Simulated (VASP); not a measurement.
Method: PBE GGA, VASP's PBE PAW potentials (set 64) (plane waves; VASP 6.6.1).

Input for VASP

POSCAR:
```
Ga32HSb32
1.0
 12.4495035576   0.0000000000   0.0000000000
  0.0000000000  12.4495035576   0.0000000000
  0.0000000000   0.0000000000  12.4495035576
Ga Sb H
32 32 1
Cart
  6.2551282027   0.0123715199   0.0181006606
  9.3141079261   3.0682912885   0.0165941811
  9.2836736008   0.0428577534   3.0764089313
 12.4390829621  12.4341739174  12.4323721282
  3.0827816367   3.1103088423  12.4228407733
  6.2425529890   6.2444431760  12.4286454116
  9.3439932968   9.3375380549  12.4432071788
  3.0832348546  12.4183338912   3.1213940956
  6.0221871700   3.3407110564   3.3283538610
  9.3606566249   6.2309328378   3.0925252518
  6.2470591167  12.4056544814   6.2569740632
  9.3744308565   3.0795724261   6.2398296477
  9.3282342134  12.4413006482   9.3269093908
 12.4379224355   6.2399240971   0.0154432145
  3.0895869611   9.3440398878   0.0039740770
 12.4335414129   3.0876300398   3.0849925141
  3.1025458261   6.2199946280   3.0947162661
  6.2401397611   9.3506590436   3.0905307542
  0.0044066499   0.0219422513   6.2571487795
  3.2449211026   3.2530302436   6.0748614827
  6.0870288170   6.1020359404   6.0599910699
  9.3282688592   9.3319711884   6.2362332899
  3.0642933906   0.0359342944   9.3086337536
  6.2205165174   3.0955593975   9.3648125381
  9.3039146896   6.2777389363   9.3185440029
  0.0029363299   9.3324550184   3.0832613459
 12.4164506734   6.2454858655   6.2253000163
  3.0876224917   9.3584290178   6.2384251557
  0.0006659663   3.0846822650   9.3154391503
  3.1146381061   6.2237174093   9.3397077867
  6.2541374774   9.3179178352   9.3206196501
 12.4326635561   9.3464469010   9.3346295919
  7.6941778982   1.6437467001   1.6344420382
 10.9002878590   4.6400473411   1.5484649213
 10.9064052338   1.5212519735   4.6624621033
  1.5584910767   1.5228173866   1.5473339462
  4.6528596319   4.6850885370   1.5337882227
  7.8083423071   7.7698328130   1.5522839920
 10.8947868766  10.8969363568   1.5579763657
  4.6854257231   1.4787467303   4.6853132680
  7.8686791734   4.6692129288   4.6879559540
 10.9055271006   7.7929998390   4.6596752720
  7.7936934743   1.5444185214   7.7977420491
 10.9043892683   4.6702433506   7.8169958388
 10.8973805489   1.5404493508  10.8958068221
  1.5683619744   7.7707365847   1.5536295281
  4.6783053540  10.8915118790   1.5559164273
  1.5354315037   4.6775523831   4.6375477671
  4.6436476990   7.7973809425   4.6354663608
  7.8118182944  10.8827550215   4.6630889408
  1.6240792271   1.6274322220   7.7170135209
  4.6855047251   4.6547306454   7.8053157481
  7.7323458178   7.7220987497   7.7120715896
 10.9045299639  10.8869071799   7.7727670813
  4.6640368846   1.5234304350  10.8974111248
  7.8142587706   4.6538714653  10.9062749025
 10.8965230557   7.7720529678  10.9037534709
  1.5379032045  10.8891455309   4.6969201318
  1.5464803783   7.7746781038   7.7946259670
  4.6753106720  10.8870693359   7.8298304764
  1.5353829021   4.6725909186  10.8897740640
  4.6809654531   7.7955953264  10.9115977201
  7.7873242261  10.8791564103  10.8978645831
  1.5692298716  10.8768989344  10.8937020978
  4.8302786189   4.5052122459   4.7236000193
```

### KPOINTS
```
Automatic mesh
0
Gamma
1 1 1
0 0 0
```

INCAR:
```
SIGMA = 0.05
EDIFF = 1E-5   ! SCF stop (eV)
ALGO = Fast
ISMEAR = 0
NELM = 100   ! most electronic steps
ISYM = 0
GGA = PE   ! PBE
LCHARG = .FALSE.
EDIFFG = -0.03
LORBIT = 10
LASPH = .TRUE.
SYSTEM = Ga32HSb32
LREAL = Auto
MAGMOM = 65*0.0154
ISPIN = 2   ! spin-polarised
PREC = Normal
NSW = 120   ! most ionic steps
LMAXMIX = 4
NELMIN = 4
LWAVE = .FALSE.
NUPDOWN = 1
ISIF = 2   ! forces and stress, cell fixed
IBRION = 2   ! conjugate gradients
ENCUT = 400   ! plane-wave cut-off (eV)
```

POTCAR, in this order: Ga Sb H (PBE.64 set). Program: vasp_gam.

The run wrote:

### OSZICAR
```
...
  22 F= -.23206480E+03 E0= -.23204899E+03  d E =-.173198E-01  mag=     1.0000
       N       E                     dE             d eps       ncg     rms          rms(c)
DAV:   1    -0.232067393020E+03   -0.25901E-02   -0.28754E+00   656   0.311E+00    0.490E-01
RMM:   2    -0.232071516548E+03   -0.41235E-02   -0.71455E-02   656   0.472E-01    0.222E-01
RMM:   3    -0.232071763077E+03   -0.24653E-03   -0.12195E-02   666   0.197E-01    0.957E-02
RMM:   4    -0.232071913493E+03   -0.15042E-03   -0.25714E-03   701   0.873E-02    0.495E-02
RMM:   5    -0.232071943603E+03   -0.30110E-04   -0.42346E-04   694   0.399E-02    0.267E-02
RMM:   6    -0.232071950605E+03   -0.70022E-05   -0.85957E-05   578   0.181E-02
  23 F= -.23207195E+03 E0= -.23205430E+03  d E =-.244656E-01  mag=     1.0000
       N       E                     dE             d eps       ncg     rms          rms(c)
DAV:   1    -0.232072761133E+03   -0.81753E-03   -0.26467E-01   656   0.938E-01    0.148E-01
RMM:   2    -0.232073137264E+03   -0.37613E-03   -0.63800E-03   656   0.141E-01    0.673E-02
RMM:   3    -0.232073160110E+03   -0.22846E-04   -0.10784E-03   666   0.588E-02    0.283E-02
RMM:   4    -0.232073173155E+03   -0.13045E-04   -0.22119E-04   686   0.260E-02    0.141E-02
RMM:   5    -0.232073176060E+03   -0.29043E-05   -0.38383E-05   472   0.121E-02
  24 F= -.23207318E+03 E0= -.23205599E+03  d E =-.256910E-01  mag=     1.0000
       N       E                     dE             d eps       ncg     rms          rms(c)
DAV:   1    -0.232079903162E+03   -0.67300E-02   -0.55821E-01   656   0.141E+00    0.245E-01
RMM:   2    -0.232082000771E+03   -0.20976E-02   -0.27262E-02   656   0.284E-01    0.104E-01
RMM:   3    -0.232082284493E+03   -0.28372E-03   -0.39514E-03   669   0.112E-01    0.532E-02
RMM:   4    -0.232082315184E+03   -0.30691E-04   -0.69828E-04   686   0.480E-02    0.250E-02
RMM:   5    -0.232082327048E+03   -0.11864E-04   -0.13816E-04   646   0.219E-02    0.150E-02
RMM:   6    -0.232082329228E+03   -0.21800E-05   -0.24762E-05   431   0.975E-03
  25 F= -.23208233E+03 E0= -.23206557E+03  d E =-.915317E-02  mag=     1.0000
       N       E                     dE             d eps       ncg     rms          rms(c)
DAV:   1    -0.232083087540E+03   -0.76049E-03   -0.15582E-01   688   0.743E-01    0.130E-01
RMM:   2    -0.232083678515E+03   -0.59097E-03   -0.76871E-03   656   0.151E-01    0.550E-02
RMM:   3    -0.232083760012E+03   -0.81497E-04   -0.11259E-03   669   0.598E-02    0.284E-02
RMM:   4    -0.232083769896E+03   -0.98835E-05   -0.20253E-04   690   0.258E-02    0.135E-02
RMM:   5    -0.232083773225E+03   -0.33298E-05   -0.37664E-05   462   0.117E-02
  26 F= -.23208377E+03 E0= -.23206727E+03  d E =-.105972E-01  mag=     1.0000
       N       E                     dE             d eps       ncg     rms          rms(c)
DAV:   1    -0.232088102446E+03   -0.43326E-02   -0.23161E-01   672   0.906E-01    0.160E-01
RMM:   2    -0.232088812377E+03   -0.70993E-03   -0.98317E-03   656   0.171E-01    0.656E-02
RMM:   3    -0.232088912378E+03   -0.10000E-03   -0.14854E-03   666   0.689E-02    0.340E-02
RMM:   4    -0.232088923786E+03   -0.11409E-04   -0.26791E-04   697   0.295E-02    0.159E-02
RMM:   5    -0.232088928308E+03   -0.45211E-05   -0.52107E-05   499   0.136E-02
  27 F= -.23208893E+03 E0= -.23207237E+03  d E =-.515508E-02  mag=     1.0000
       N       E                     dE             d eps       ncg     rms          rms(c)
DAV:   1    -0.232089817778E+03   -0.89399E-03   -0.20600E-01   672   0.854E-01    0.150E-01
RMM:   2    -0.232090453166E+03   -0.63539E-03   -0.87930E-03   656   0.162E-01    0.615E-02
RMM:   3    -0.232090544802E+03   -0.91636E-04   -0.13397E-03   667   0.655E-02    0.326E-02
RMM:   4    -0.232090555456E+03   -0.10654E-04   -0.24336E-04   699   0.282E-02    0.153E-02
RMM:   5    -0.232090559510E+03   -0.40541E-05   -0.45974E-05   485   0.128E-02
  28 F= -.23209056E+03 E0= -.23207395E+03  d E =-.678628E-02  mag=     1.0000
       N       E                     dE             d eps       ncg     rms          rms(c)
DAV:   1    -0.232093503600E+03   -0.29481E-02   -0.30218E-01   672   0.102E+00    0.158E-01
RMM:   2    -0.232094165001E+03   -0.66140E-03   -0.97578E-03   656   0.172E-01    0.713E-02
RMM:   3    -0.232094250042E+03   -0.85041E-04   -0.16010E-03   672   0.708E-02    0.345E-02
RMM:   4    -0.232094263425E+03   -0.13383E-04   -0.29398E-04   698   0.306E-02    0.162E-02
RMM:   5    -0.232094267412E+03   -0.39868E-05   -0.50079E-05   494   0.136E-02
  29 F= -.23209427E+03 E0= -.23207746E+03  d E =-.370790E-02  mag=     1.0000
       N       E                     dE             d eps       ncg     rms          rms(c)
DAV:   1    -0.232094485629E+03   -0.22220E-03   -0.16759E-02   720   0.240E-01    0.368E-02
RMM:   2    -0.232094523414E+03   -0.37786E-04   -0.55137E-04   656   0.409E-02    0.168E-02
RMM:   3    -0.232094529006E+03   -0.55918E-05   -0.94185E-05   581   0.171E-02    0.891E-03
RMM:   4    -0.232094529855E+03   -0.84847E-06   -0.16060E-05   417   0.745E-03
  30 F= -.23209453E+03 E0= -.23207767E+03  d E =-.397034E-02  mag=     1.0000
       N       E                     dE             d eps       ncg     rms          rms(c)
DAV:   1    -0.232094329510E+03    0.19950E-03   -0.66883E-02   672   0.479E-01    0.734E-02
RMM:   2    -0.232094477520E+03   -0.14801E-03   -0.21607E-03   656   0.810E-02    0.333E-02
RMM:   3    -0.232094497366E+03   -0.19846E-04   -0.35775E-04   674   0.334E-02    0.166E-02
RMM:   4    -0.232094500418E+03   -0.30519E-05   -0.65221E-05   520   0.145E-02
  31 F= -.23209450E+03 E0= -.23207754E+03  d E =-.394091E-02  mag=     1.0000
       N       E                     dE             d eps       ncg     rms          rms(c)
DAV:   1    -0.232094569980E+03   -0.72614E-04   -0.18536E-02   672   0.252E-01    0.403E-02
RMM:   2    -0.232094608145E+03   -0.38165E-04   -0.58348E-04   656   0.421E-02    0.179E-02
RMM:   3    -0.232094612259E+03   -0.41137E-05   -0.92275E-05   573   0.170E-02    0.773E-03
RMM:   4    -0.232094612732E+03   -0.47288E-06   -0.14740E-05   402   0.701E-03
  32 F= -.23209461E+03 E0= -.23207771E+03  d E =-.405322E-02  mag=     1.0000
       N       E                     dE             d eps       ncg     rms          rms(c)
DAV:   1    -0.232095999109E+03   -0.13869E-02   -0.12775E-01   656   0.688E-01    0.127E-01
RMM:   2    -0.232096521441E+03   -0.52233E-03   -0.65435E-03   656   0.139E-01    0.451E-02
RMM:   3    -0.232096611522E+03   -0.90081E-04   -0.10014E-03   669   0.570E-02    0.222E-02
RMM:   4    -0.232096625514E+03   -0.13992E-04   -0.17780E-04   690   0.243E-02    0.140E-02
RMM:   5    -0.232096628160E+03   -0.26461E-05   -0.34503E-05   450   0.117E-02
  33 F= -.23209663E+03 E0= -.23208010E+03  d E =-.201543E-02  mag=     1.0000
       N       E                     dE             d eps       ncg     rms          rms(c)
DAV:   1    -0.232096663418E+03   -0.37905E-04   -0.28817E-03   752   0.103E-01    0.191E-02
RMM:   2    -0.232096675921E+03   -0.12503E-04   -0.15398E-04   656   0.213E-02    0.688E-03
RMM:   3    -0.232096678445E+03   -0.25241E-05   -0.24861E-05   425   0.908E-03    0.410E-03
RMM:   4    -0.232096678957E+03   -0.51144E-06   -0.45442E-06   350   0.395E-03
  34 F= -.23209668E+03 E0= -.23208021E+03  d E =-.206623E-02  mag=     1.0000
       N       E                     dE             d eps       ncg     rms          rms(c)
DAV:   1    -0.232097245196E+03   -0.56675E-03   -0.68831E-02   656   0.492E-01    0.912E-02
RMM:   2    -0.232097564008E+03   -0.31881E-03   -0.38086E-03   656   0.104E-01    0.318E-02
RMM:   3    -0.232097623372E+03   -0.59364E-04   -0.58955E-04   671   0.431E-02    0.159E-02
RMM:   4    -0.232097632414E+03   -0.90427E-05   -0.10509E-04   616   0.184E-02    0.104E-02
RMM:   5    -0.232097633926E+03   -0.15121E-05   -0.18814E-05   423   0.862E-03
  35 F= -.23209763E+03 E0= -.23208107E+03  d E =-.954970E-03  mag=     1.0000
```

File OUTCAR:
```
------------------------ aborting loop because EDIFF is reached ----------------------------------------
  FORCE on cell =-STRESS in cart. coord.  units (eV):
  Direction    XX          YY          ZZ          XY          YZ          ZX
  --------------------------------------------------------------------------------------
  Total       13.6794700     13.6567138     13.8139382      2.4336375     -2.6847844      2.6047551
  in kB       11.3585724     11.3396772     11.4702264      2.0207397     -2.2292763      2.1628250
  external PRESSURE =      11.3894920 kB  Pullay stress =       0.0000000 kB
  volume of cell :     1929.55
      direct lattice vectors                 reciprocal lattice vectors
    12.449503558  0.000000000  0.000000000     0.080324488  0.000000000  0.000000000
     0.000000000 12.449503558  0.000000000     0.000000000  0.080324488  0.000000000
     0.000000000  0.000000000 12.449503558     0.000000000  0.000000000  0.080324488
  FREE ENERGIE OF THE ION-ELECTRON SYSTEM (eV)
  ---------------------------------------------------
  free  energy   TOTEN  =      -232.0976339264 eV

  energy  without entropy=     -232.0645159151  energy(sigma->0) =     -232.08107492

 total charge

# of ion       s       p       d       tot
------------------------------------------
    1        1.115   1.063   0.081   2.259
    2        1.115   1.063   0.080   2.258
    3        1.115   1.061   0.080   2.256
    4        1.110   1.071   0.081   2.262
    5        1.109   1.074   0.083   2.266
    6        1.109   1.075   0.083   2.267
    7        1.110   1.071   0.081   2.263
    8        1.109   1.074   0.083   2.266
    9        1.096   1.179   0.118   2.393
   10        1.109   1.075   0.083   2.267
   11        1.109   1.075   0.083   2.267
   12        1.109   1.075   0.083   2.267
   13        1.110   1.072   0.082   2.264
   14        1.112   1.071   0.082   2.265
   15        1.112   1.072   0.082   2.266
   16        1.116   1.066   0.082   2.264
   17        1.126   1.048   0.085   2.258
   18        1.116   1.066   0.082   2.264
   19        1.112   1.072   0.082   2.267
   20        1.126   1.049   0.085   2.260
   21        1.126   1.048   0.085   2.259
   22        1.112   1.073   0.082   2.267
   23        1.112   1.074   0.082   2.268
   24        1.116   1.067   0.082   2.264
   25        1.112   1.073   0.082   2.268
   26        1.103   1.080   0.082   2.265
   27        1.110   1.067   0.082   2.259
   28        1.110   1.067   0.082   2.259
   29        1.103   1.081   0.082   2.267
   30        1.110   1.067   0.082   2.258
   31        1.103   1.081   0.082   2.267
   32        1.116   1.070   0.082   2.268
   33        1.176   1.258   0.019   2.454
   34        1.139   1.323   0.022   2.483
   35        1.139   1.322   0.022   2.482
   36        1.138   1.324   0.022   2.484
   37        1.134   1.329   0.023   2.485
   38        1.138   1.325   0.022   2.485
   39        1.137   1.316   0.023   2.476
   40        1.134   1.330   0.023   2.486
   41        1.134   1.329   0.023   2.486
   42        1.135   1.323   0.022   2.480
   43        1.138   1.325   0.022   2.485
   44        1.135   1.322   0.022   2.479
   45        1.136   1.316   0.023   2.475
   46        1.142   1.321   0.022   2.484
   47        1.139   1.322   0.022   2.483
   48        1.139   1.315   0.023   2.476
   49        1.139   1.315   0.023   2.476
   50        1.139   1.322   0.022   2.482
   51        1.142   1.322   0.022   2.486
   52        1.139   1.315   0.023   2.477
   53        1.142   1.322   0.022   2.486
   54        1.139   1.323   0.022   2.484
   55        1.139   1.322   0.022   2.482
   56        1.139   1.322   0.022   2.483
   57        1.139   1.322   0.022   2.484
   58        1.135   1.323   0.022   2.479
   59        1.138   1.324   0.022   2.483
   60        1.135   1.323   0.022   2.480
   61        1.135   1.323   0.022   2.480
   62        1.135   1.323   0.022   2.480
   63        1.137   1.316   0.023   2.476
   64        1.139   1.323   0.022   2.484
   65        0.517   0.008   0.000   0.525
--------------------------------------------------
tot         72.537  76.568   3.375 152.480

 magnetization (x)

# of ion       s       p       d       tot
------------------------------------------
    1       -0.001   0.005   0.002   0.006
    2       -0.001   0.005   0.002   0.006
    3       -0.001   0.005   0.002   0.006
    4       -0.001   0.004   0.002   0.005
    5       -0.000   0.004   0.002   0.005
    6       -0.000   0.004   0.002   0.005
    7       -0.001   0.004   0.002   0.005
    8       -0.000   0.004   0.002   0.005
    9       -0.000   0.008   0.001   0.009
   10       -0.000   0.004   0.002   0.005
   11       -0.000   0.004   0.002   0.005
   12       -0.000   0.004   0.002   0.005
   13       -0.001   0.004   0.002   0.005
   14       -0.001   0.004   0.002   0.006
   15       -0.001   0.004   0.002   0.006
   16       -0.001   0.005   0.002   0.006
...
```
(Selected blocks of OUTCAR.)

### CONTCAR
```
Ga32HSb32
   1.00000000000000
    12.4495035575999999    0.0000000000000000    0.0000000000000000
     0.0000000000000000   12.4495035575999999    0.0000000000000000
     0.0000000000000000    0.0000000000000000   12.4495035575999999
  Ga              Sb              H
    32    32     1
Direct
     0.5036464852214299    0.0043068416511460    0.0037142335587699
     0.7460353534857548    0.2463165193429916    0.0034543131529762
     0.7450744838697768    0.0050256637395975    0.2455248254042333
     0.0005347483000221    0.9992854692450319    0.9996742246284844
     0.2501956468536718    0.2469945422304249    0.9972337304993887
     0.5028657919823896    0.4995644613993219    0.9972010750606258
     0.7497445094776591    0.7492131096330752    0.0002211768760730
     0.2505751444645169    0.9958366363937841    0.2476126985140300
     0.4535744797972900    0.2964859272751276    0.2965886961439903
     0.7542287028401381    0.4991815431187080    0.2475753100829782
     0.5020884365675390    0.9963013309958554    0.4996775590554200
     0.7533240899240820    0.2476751174832544    0.5000953561786999
     0.7500380172472599    0.9993782924841600    0.7488630243339670
     0.9999482884776080    0.5000006037200255    0.9984305103901839
     0.2502461795194098    0.7502548779707897    0.9982205978175791
     0.0015272656880508    0.2494253574511351    0.2496535147276323
     0.2477866616261942    0.5020940466753608    0.2462668883660315
     0.5001407340111994    0.7482031357758450    0.2497403038931850
     0.9998177025449984    0.9990784845316191    0.4997494450307303
     0.2485932112661604    0.2471391787897707    0.5008929866360822
     0.5028717228000124    0.5014217311218361    0.5011535195805464
     0.7509408282927126    0.7499603196661667    0.4994646163140627
     0.2491084767977761    0.9994973897369517    0.7488113540588311
     0.5004259519369633    0.2489960980645526    0.7485276665782661
     0.7498865617100930    0.5003442203051005    0.7488885822065782
     0.9976703655399441    0.7523859025860994    0.2491392155382168
     0.0024932325342432    0.4987051115699335    0.4989244477220497
     0.2510320155213121    0.7473927851048024    0.4990885997003303
     0.9978580025483046    0.2492403609446061    0.7523751612350343
     0.2520900419795519    0.4975639426427284    0.7482541002763541
     0.5003623135034253    0.7521508138710136    0.7522026645219272
     0.9999824165979795    0.7490067489291640    0.7497254790069490
     0.6160339367644556    0.1343289913128243    0.1327062448916369
     0.8773297819838198    0.3719844012207894    0.1219037222397076
     0.8764977694433914    0.1224405987130018    0.3722682857080859
     0.1268832533261904    0.1228563725891857    0.1241486775522853
     0.3721962927727884    0.3776852592664584    0.1174804520260582
     0.6266421599545249    0.6226393686915835    0.1243756869600437
     0.8734833541218042    0.8762516272606325    0.1237096499703655
     0.3723416598066752    0.1171256707960693    0.3775702504702236
     0.6329139936768521    0.3775919673575001    0.3776078562057832
     0.8773893223452546    0.6237125563062048    0.3741164967702456
     0.6262750289753704    0.1233070820608393    0.6227495934657159
     0.8771455985083345    0.3741539872003293    0.6240931923356342
     0.8739308671008437    0.1230358700318565    0.8757102866605462
     0.1227185646464125    0.6275131977276179    0.1220221376116807
     0.3780553180268253    0.8727775186874747    0.1219601974583635
     0.1283716383595875    0.3734734061419170    0.3730224798288742
     0.3762805467301503    0.6213354504058156    0.3732736060160919
     0.6276020360507852    0.8733232944680759    0.3719031679412446
     0.1225526589509926    0.1232887964087566    0.6262215493880063
     0.3771235208237428    0.3728043169616344    0.6212856806036299
     0.6266726677766237    0.6276490131656273    0.6263692936807254
     0.8764181461276461    0.8732463744552165    0.6237772507365362
     0.3771636546885083    0.1219436970880823    0.8727490207909261
     0.6275154253338258    0.3723323413387193    0.8727623624773836
     0.8752316629763787    0.6236142729854744    0.8734437467001747
     0.1261069026403680    0.8725870917885387    0.3742867714317256
     0.1267295877875645    0.6229733101820500    0.6246530168631250
     0.3755553926670787    0.8728300312505690    0.6239353320212436
     0.1264256487664785    0.3733537667339445    0.8733998603153993
     0.3764341867577463    0.6233915519434583    0.8732637510653596
     0.6264346893508219    0.8760137862203524    0.8760002503296926
     0.1258551336599130    0.8736869934153982    0.8729725509886316
     0.3766247360707785    0.3732894713740035    0.3740507015046153
```

The supercell is sampled at Γ alone, which is coarse: total energies, pressure and levels can be off, energies of defects by several tenths of an eV.

The cell is a supercell with a defect, built from GaSb (zinc blende): H_i.
